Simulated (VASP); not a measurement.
These are HSE06 screened hybrid, VASP's PBE PAW potentials (set 64) (plane waves; VASP 6.6.1) values and carry that method's errors.

A VASP calculation is set up with these files.

POSCAR:
```
Nd(AlGa)2
1
    2.9528850000    -2.9579850000     0.0000000000
    2.9528850000     2.9579850000     0.0000000000
   -2.8876460000     0.0000000000     5.6051250000
Nd Al Ga
1 2 2
Direct
  0.0000000000   0.0000000000   0.0000000000
  0.2475200000   0.7524800000   0.5000000000
  0.7524800000   0.2475200000   0.5000000000
  0.6106300000   0.6106300000   0.2230600000
  0.3893700000   0.3893700000   0.7769400000
```

File KPOINTS:
```
Automatic mesh
0
Gamma
2 2 2
0 0 0
```

INCAR:
```
ENCUT  =  400
LCHARG  =  .False.
NELM  =  100   ! most electronic steps
LREAL  =  .False.   ! projection in real space or not
AEXX  =  0.25
LASPH  =  .True.
PRECFOCK  =  Fast
EDIFF  =  1E-6
ALGO  =  Normal   ! blocked Davidson
ISMEAR  =  1
HFSCREEN  =  0.2   ! 1/Angstrom
LHFCALC  =  .True.
SIGMA  =  0.1   ! width (eV)
LMAXMIX  =  6   ! l cut-off of mixed one-centre charges
SYSTEM  =  Nd(AlGa)2
GGA  =  PE
ISYM  =  3
ISIF  =  2   ! forces and stress, cell fixed
PREC  =  Accurate
LWAVE  =  .False.
```

POTCAR, in this order: Nd_3 Al Ga_d (PBE.64 set). Program: vasp_std.

Output of the run:

File OUTCAR:
```
 ion  position               nearest neighbor table
   1  0.000  0.000  0.000-   4 3.20   5 3.20   4 3.21   4 3.21   5 3.21   5 3.21   4 3.22   5 3.22
                             3 3.48   2 3.48   3 3.48   2 3.48   3 3.52   3 3.52   2 3.52   2 3.52
   2  0.248  0.752  0.500-   4 2.60   5 2.60   5 2.61   4 2.61   3 2.93   3 2.95   3 2.95   3 2.99
                             1 3.48   1 3.48   1 3.52   1 3.52
   3  0.752  0.248  0.500-   4 2.60   5 2.60   5 2.61   4 2.61   2 2.93   2 2.95   2 2.95   2 2.99
                             1 3.48   1 3.48   1 3.52   1 3.52
   4  0.611  0.611  0.223-   5 2.50   3 2.60   2 2.60   3 2.61   2 2.61   1 3.20   1 3.21   1 3.21
                             1 3.22
   5  0.389  0.389  0.777-   4 2.50   3 2.60   2 2.60   2 2.61   3 2.61   1 3.20   1 3.21   1 3.21
                             1 3.22
  LATTYP: Found a base centered monoclinic cell.
 ALAT       =     5.9057700000
 B/A-ratio  =     1.0017271245
 C/A-ratio  =     1.0676389406
 COS(beta)  =    -0.4579763130
 Subroutine PRICEL returns:
 Original cell was already a primitive cell.
 Subroutine GETGRP returns: Found  4 space group operations
The static configuration has the point symmetry C_2h.
The dynamic configuration has the point symmetry C_2h.
 Subroutine INISYM returns: Found  4 space group operations
 Subroutine IBZKPT returns following result:
 Found      6 irreducible k-points:

 Following reciprocal coordinates:
            Coordinates               Weight
  0.000000  0.000000  0.000000      1.000000
  0.500000  0.000000  0.000000      2.000000
  0.500000  0.500000  0.000000      1.000000
  0.000000  0.000000  0.500000      1.000000
  0.500000  0.000000  0.500000      2.000000
  0.500000  0.500000  0.500000      1.000000
 Subroutine IBZKPT_HF returns following result:
   k-points           NKPTS =      6   k-points in BZ     NKDIM =      8   number of bands    NBANDS=     25
   number of dos      NEDOS =    301   number of ions     NIONS =      5
   total plane-waves  NPLWV =  32928
   dimension x,y,z NGX =    28 NGY =   28 NGZ =   42
   dimension x,y,z NGXF=    56 NGYF=   56 NGZF=   84
   ions per type =               1   2   2
...
```

**OSZICAR**
```
       N       E                     dE             d eps       ncg     rms          rms(c)
DAV:   1    -0.226925714230E+04   -0.22693E+04   -0.18318E+04   300   0.210E+03
DAV:   2    -0.255656252298E+04   -0.28731E+03   -0.28445E+03   356   0.458E+02
DAV:   3    -0.258073656594E+04   -0.24174E+02   -0.23796E+02   383   0.117E+02
DAV:   4    -0.258182052587E+04   -0.10840E+01   -0.10776E+01   468   0.215E+01
DAV:   5    -0.214325008503E+02    0.25604E+04   -0.12330E+01   464   0.396E+01    0.165E+01
DAV:   6    -0.213842878535E+02    0.48213E-01   -0.40264E-01   408   0.555E+00    0.962E+00
DAV:   7    -0.212826055555E+02    0.10168E+00   -0.65016E-02   416   0.218E+00    0.507E+00
DAV:   8    -0.212453221494E+02    0.37283E-01   -0.37389E-02   440   0.125E+00    0.262E+00
DAV:   9    -0.212332737408E+02    0.12048E-01   -0.14031E-02   536   0.592E-01    0.132E+00
DAV:  10    -0.212291061236E+02    0.41676E-02   -0.29797E-03   528   0.272E-01    0.696E-01
DAV:  11    -0.212275614791E+02    0.15446E-02   -0.71896E-04   568   0.129E-01    0.371E-01
DAV:  12    -0.212269787523E+02    0.58273E-03   -0.17073E-04   528   0.648E-02    0.198E-01
DAV:  13    -0.212267571418E+02    0.22161E-03   -0.52646E-05   544   0.349E-02    0.102E-01
DAV:  14    -0.212266725121E+02    0.84630E-04   -0.15317E-05   512   0.198E-02    0.541E-02
DAV:  15    -0.212266393658E+02    0.33146E-04   -0.52710E-06   392   0.118E-02    0.287E-02
DAV:  16    -0.212266264521E+02    0.12914E-04   -0.16808E-06   264   0.843E-03    0.163E-02
DAV:  17    -0.212266213580E+02    0.50941E-05   -0.11707E-06   240   0.607E-03    0.962E-03
DAV:  18    -0.212266194021E+02    0.19559E-05   -0.41845E-07   159   0.453E-03    0.622E-03
DAV:  19    -0.212266186878E+02    0.71430E-06   -0.28123E-07   167   0.386E-03
   1 F= -.21226619E+02 E0= -.21227693E+02  d E =0.322248E-02
```

File OUTCAR:
```
------------------------ aborting loop because EDIFF is reached ----------------------------------------
  FORCE on cell =-STRESS in cart. coord.  units (eV):
  Direction    XX          YY          ZZ          XY          YZ          ZX
  --------------------------------------------------------------------------------------
  Total        0.9517300      0.8912224     -3.1038062      0.0000000      0.0000000     -0.1471565
  in kB       15.5727945     14.5827317    -50.7863945      0.0000000      0.0000000     -2.4078649
  external PRESSURE =      -6.8769561 kB  Pullay stress =       0.0000000 kB
  volume of cell :       97.92
      direct lattice vectors                 reciprocal lattice vectors
     2.952885000 -2.957985000  0.000000000     0.169325930 -0.169033988  0.087233263
     2.952885000  2.957985000  0.000000000     0.169325930  0.169033988  0.087233263
    -2.887646000  0.000000000  5.605125000     0.000000000  0.000000000  0.178408153
 POSITION                                       TOTAL-FORCE (eV/Angst)
 -----------------------------------------------------------------------------------
      0.00000      0.00000      0.00000        -0.000000      0.000000      0.000000
      1.50906      1.49366      2.80256        -0.000000      0.045519     -0.000000
      1.50906     -1.49366      2.80256        -0.000000     -0.045519      0.000000
      2.96212      0.00000      1.25028        -0.040155      0.000000      0.305113
      0.05600      0.00000      4.35485         0.040155      0.000000     -0.305113
 -----------------------------------------------------------------------------------
    total drift:                               -0.000006      0.000011      0.000000
  FREE ENERGIE OF THE ION-ELECTRON SYSTEM (eV)
  ---------------------------------------------------
  free  energy   TOTEN  =       -21.2266186878 eV

  energy  without entropy=      -21.2298411638  energy(sigma->0) =      -21.22769285

  exchange ACFDT corr.  =         0.00000000  see jH, gK, PRB 81, 115126
```
(Selected blocks of OUTCAR.)

OUTCAR:
```
 val. band max:        6.0396747165   @ k =   0.5000   0.0000   0.0000

 cond. band min:       6.5240755722   @ k =   0.0000   0.0000   0.5000


 Fermi energy:         6.1111595383

 k-point     1 :       0.0000    0.0000    0.0000
  band No.  band energies     occupation
      1     -35.2804      2.00000
      2     -15.3000      2.00000
      3     -15.0829      2.00000
      4     -15.0824      2.00000
      5     -11.7489      2.00000
      6     -11.6321      2.00000
      7     -11.6317      2.00000
      8     -11.5930      2.00000
      9     -11.5684      2.00000
     10     -11.5631      2.00000
     11     -11.5276      2.00000
     12     -11.4857      2.00000
     13     -11.4856      2.00000
     14     -11.3793      2.00000
     15      -5.5907      2.00000
     16      -0.4680      2.00000
     17      -0.0532      2.00000
     18       3.4341      2.00000
     19       3.4354      2.00000
     20       4.8895      2.00000
     21       5.8175      2.00026
     22       6.8732     -0.00000
     23       6.8803     -0.00000
     24       7.2870     -0.00000
     25       8.9280      0.00000

 k-point     2 :       0.5000    0.0000    0.0000
  band No.  band energies     occupation
      1     -35.2694      2.00000
      2     -15.3496      2.00000
      3     -15.2566      2.00000
      4     -15.0639      2.00000
      5     -11.7465      2.00000
      6     -11.6612      2.00000
      7     -11.6518      2.00000
      8     -11.5727      2.00000
      9     -11.5511      2.00000
     10     -11.5365      2.00000
     11     -11.5307      2.00000
     12     -11.4866      2.00000
     13     -11.4778      2.00000
     14     -11.3816      2.00000
     15      -3.2377      2.00000
     16      -2.9141      2.00000
     17       0.6907      2.00000
     18       0.9945      2.00000
     19       4.1228      2.00000
     20       4.8719      2.00000
     21       4.9852      2.00000
     22       6.0397      1.92990
     23       7.2768     -0.00000
...
```

The 4f electrons are frozen in the core of the lanthanide potential, so 4f levels, which can set the real gap, and their magnetism are missing.

The structure comes from a computed database's Al2Ga2Nd entry (C2/m); how it stands against other phases isn't given here. The cell was not relaxed at this level. The k-mesh is coarse (spacing up to 0.80 per Å, 2π included), so the numbers may not be converged in it. The electron count is odd and the run is not spin-polarised, which forces a metal.
